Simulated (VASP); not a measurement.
Output of a VASP run:

**OUTCAR**
```
 ion  position               nearest neighbor table
   1  0.333  0.667  0.900-   6 2.58   6 2.58   6 2.58   3 3.04   3 3.04   3 3.04   4 3.68
   2  0.667  0.333  0.400-   5 2.58   5 2.58   5 2.58   4 3.04   4 3.04   4 3.04   3 3.68
   3  0.667  0.333  0.100-   5 2.58   5 2.58   5 2.58   1 3.04   1 3.04   1 3.04   2 3.68
   4  0.333  0.667  0.600-   6 2.58   6 2.58   6 2.58   2 3.04   2 3.04   2 3.04   1 3.68
   5  0.333  0.667  0.250-   2 2.58   3 2.58   2 2.58   3 2.58   2 2.58   3 2.58
   6  0.667  0.333  0.750-   1 2.58   4 2.58   1 2.58   4 2.58   1 2.58   4 2.58
  LATTYP: Found a hexagonal cell.
 ALAT       =     3.1345112901
 C/A-ratio  =     3.9012533351
 Subroutine PRICEL returns:
 Original cell was already a primitive cell.
 Subroutine GETGRP returns: Found 24 space group operations
The static configuration has the point symmetry D_3d.
 The point group associated with its full space group is D_6h.
The dynamic configuration has the point symmetry D_3d.
 Subroutine INISYM returns: Found 24 space group operations
 Subroutine IBZKPT returns following result:
 Found     32 irreducible k-points:

 Following reciprocal coordinates:
            Coordinates               Weight
  0.000000  0.000000  0.000000      1.000000
  0.090909 -0.000000  0.000000      6.000000
  0.181818  0.000000  0.000000      6.000000
  0.272727 -0.000000  0.000000      6.000000
  0.363636 -0.000000  0.000000      6.000000
  0.454545 -0.000000  0.000000      6.000000
  0.090909  0.090909  0.000000      6.000000
  0.181818  0.090909  0.000000     12.000000
  0.272727  0.090909  0.000000     12.000000
  0.363636  0.090909  0.000000     12.000000
  0.454545  0.090909  0.000000      6.000000
  0.181818  0.181818  0.000000      6.000000
  0.272727  0.181818  0.000000     12.000000
  0.363636  0.181818  0.000000     12.000000
  0.272727  0.272727  0.000000      6.000000
  0.363636  0.272727  0.000000      6.000000
  0.000000  0.000000  0.333333      2.000000
  0.090909 -0.000000  0.333333     12.000000
  0.181818  0.000000  0.333333     12.000000
  0.272727 -0.000000  0.333333     12.000000
  0.363636 -0.000000  0.333333     12.000000
  0.454545 -0.000000  0.333333     12.000000
  0.090909  0.090909  0.333333     12.000000
  0.181818  0.090909  0.333333     24.000000
  0.272727  0.090909  0.333333     24.000000
  0.363636  0.090909  0.333333     24.000000
  0.454545  0.090909  0.333333     12.000000
  0.181818  0.181818  0.333333     12.000000
  0.272727  0.181818  0.333333     24.000000
  0.363636  0.181818  0.333333     24.000000
  0.272727  0.272727  0.333333     12.000000
  0.363636  0.272727  0.333333     12.000000
   k-points           NKPTS =     32   k-points in BZ     NKDIM =     32   number of bands    NBANDS=     31
   number of dos      NEDOS =    301   number of ions     NIONS =      6
   total plane-waves  NPLWV =  51840
   dimension x,y,z NGX =    24 NGY =   24 NGZ =   90
   dimension x,y,z NGXF=    48 NGYF=   48 NGZF=  180
   ions per type =               4   2
   PREC   = accura    normal or accurate (medium, high low for compatibility)
   ISTART =      0    job   : 0-new  1-cont  2-samecut
   ICHARG =      2    charge: 1-file 2-atom 10-const
   ISPIN  =      1    spin polarized calculation?
   LNONCOLLINEAR =      F non collinear calculations
   LSORBIT =      F    spin-orbit coupling
   INIWAV =      1    electr: 0-lowe 1-rand  2-diag
   ENCUT  =  500.0 eV  36.75 Ry    6.06 a.u.   5.71  5.71 22.30*2*pi/ulx,y,z
   NELM   =    100;   NELMIN=  2; NELMDL= -5     # of ELM steps
   EDIFF  = 0.1E-05   stopping-criterion for ELM
   LREAL  =      F    real-space projection
   NLSPLINE    = F    spline interpolate recip. space projectors
   LMAXMIX     =    4 max onsite mixed and CHGCAR
   VOSKOWN=      0    Vosko Wilk Nusair interpolation
   EDIFFG = -.2E-01   stopping-criterion for IOM
   NSW    =     40    number of steps for IOM
   NBLOCK =      1;   KBLOCK =     40    inner block; outer block
   IBRION =      2    ionic relax: 0-MD 1-quasi-New 2-CG
   NFREE  =      1    steps in history (QN), initial steepest desc. (CG)
   ISIF   =      3    stress and relaxation
...
```

File OSZICAR:
```
       N       E                     dE             d eps       ncg     rms          rms(c)
DAV:   1     0.444994692327E+03    0.44499E+03   -0.27461E+04  2224   0.152E+03
DAV:   2    -0.124813062438E+02   -0.45748E+03   -0.44812E+03  2395   0.383E+02
DAV:   3    -0.361589040055E+02   -0.23678E+02   -0.23323E+02  2486   0.753E+01
DAV:   4    -0.366484925598E+02   -0.48959E+00   -0.48701E+00  2390   0.112E+01
DAV:   5    -0.366579872025E+02   -0.94946E-02   -0.94819E-02  2476   0.162E+00    0.367E+01
DAV:   6    -0.355554902488E+02    0.11025E+01   -0.22816E+00  2138   0.854E+00    0.167E+01
DAV:   7    -0.353631036005E+02    0.19239E+00   -0.11400E+00  2313   0.602E+00    0.352E+00
DAV:   8    -0.353568910305E+02    0.62126E-02   -0.92039E-02  2368   0.160E+00    0.290E+00
DAV:   9    -0.353624653842E+02   -0.55744E-02   -0.55101E-02  2360   0.111E+00    0.194E+00
DAV:  10    -0.353540425943E+02    0.84228E-02   -0.78130E-02  2302   0.141E+00    0.109E+00
DAV:  11    -0.353524235254E+02    0.16191E-02   -0.11052E-02  2493   0.498E-01    0.532E-01
DAV:  12    -0.353524547995E+02   -0.31274E-04   -0.62097E-04  2422   0.111E-01    0.602E-01
DAV:  13    -0.353524918256E+02   -0.37026E-04   -0.24014E-05  2087   0.263E-02    0.746E-01
DAV:  14    -0.353523925151E+02    0.99311E-04   -0.31288E-04  2501   0.696E-02    0.642E-02
DAV:  15    -0.353523940495E+02   -0.15344E-05   -0.15022E-05  2108   0.185E-02    0.751E-02
DAV:  16    -0.353523944974E+02   -0.44789E-06   -0.95950E-07  1538   0.546E-03
   1 F= -.61278824E+01 E0= -.61280357E+01  d E =-.612788E+01
```

**OUTCAR**
```
------------------------ aborting loop because EDIFF is reached ----------------------------------------
  FORCE on cell =-STRESS in cart. coord.  units (eV):
  Direction    XX          YY          ZZ          XY          YZ          ZX
  --------------------------------------------------------------------------------------
  Total       29.2402131     29.2399334     29.2927006      0.0000000      0.0000000      0.0000000
  in kB      450.2417637    450.2374568    451.0499680      0.0000000      0.0000000      0.0000000
  external PRESSURE =       0.5097295 kB  Pullay stress =     450.0000000 kB
  volume of cell :      104.05
      direct lattice vectors                 reciprocal lattice vectors
     1.567261267 -2.714563160  0.000000000     0.319027855 -0.184191699  0.000000000
     1.567261267  2.714563160  0.000000000     0.319027855  0.184191699  0.000000000
     0.000000000  0.000000000 12.228522624     0.000000000  0.000000000  0.081776027
 POSITION                                       TOTAL-FORCE (eV/Angst)
 -----------------------------------------------------------------------------------
      1.56726      0.90486     11.01001        -0.000000      0.000000      0.007442
      1.56726     -0.90486      4.89575        -0.000000      0.000000      0.007442
      1.56726     -0.90486      1.21851        -0.000000      0.000000     -0.007442
      1.56726      0.90486      7.33278        -0.000000      0.000000     -0.007442
      1.56726      0.90486      3.05713         0.000000      0.000000      0.000000
      1.56726     -0.90486      9.17139         0.000000     -0.000000      0.000000
 -----------------------------------------------------------------------------------
    total drift:                                0.000133      0.001410     -0.000027
  FREE ENERGIE OF THE ION-ELECTRON SYSTEM (eV)
  ---------------------------------------------------
  free  energy   TOTEN  =       -35.3523944974 eV

  energy  without entropy=      -35.3528543955  energy(sigma->0) =      -35.35254780
  enthalpy is  TOTEN    =        -6.1278823614 eV   P V=       29.2245121359

 reached required accuracy - stopping structural energy minimisation
```
(Selected blocks of OUTCAR.)

POSCAR:
```
MoTe2
1
    1.5672612670    -2.7145631598    -0.0000000000
    1.5672612670     2.7145631598     0.0000000000
   -0.0000000000    -0.0000000000    12.2285226242
Te Mo
4 2
Direct
  0.3333330000   0.6666670000   0.9003547900
  0.6666670000   0.3333330000   0.4003547900
  0.6666670000   0.3333330000   0.0996452100
  0.3333330000   0.6666670000   0.5996452100
  0.3333330000   0.6666670000   0.2500000000
  0.6666670000   0.3333330000   0.7500000000
```

Question: Reconstruct the remaining input files.

Answer: Several could match; the one computed here: the input of the run itself, PBEsol GGA, plane waves, VASP's PBE PAW potentials (set 64).

### INCAR
```
# general
SYSTEM  = MoTe2
PREC    = Accurate
ENCUT   = 500
LREAL   = .False.   # projection in real space or not
LASPH   = .True.   # aspherical one-centre terms

# electronic loop
EDIFF   = 1E-6
NELM    = 100   # most electronic steps
ALGO    = Normal
LMAXMIX = 4   # l cut-off of mixed one-centre charges

# smearing
ISMEAR  = 1   # Methfessel-Paxton
SIGMA   = 0.1   # width (eV)

# functional
GGA     = PS   # PBEsol

# ions
IBRION  = 2   # conjugate gradients
NSW     = 40   # most ionic steps
ISIF    = 3
EDIFFG  = -0.02   # ionic stop
PSTRESS = 450   # kbar

# output
LWAVE   = .False.
LCHARG  = .False.
```

### KPOINTS
```
Automatic mesh
0
Gamma
11 11 3
0 0 0
```

POTCAR, in this order: Te Mo_sv (PBE.64 set). Program: vasp_std.

Without a dispersion term in the relaxation, distances and binding between the weakly bound layers, chains or molecules are unreliable, and so is what depends on them.

The compound is MoTe2 in the 2H layered structure. It was relaxed first under an external pressure of 45 GPa.
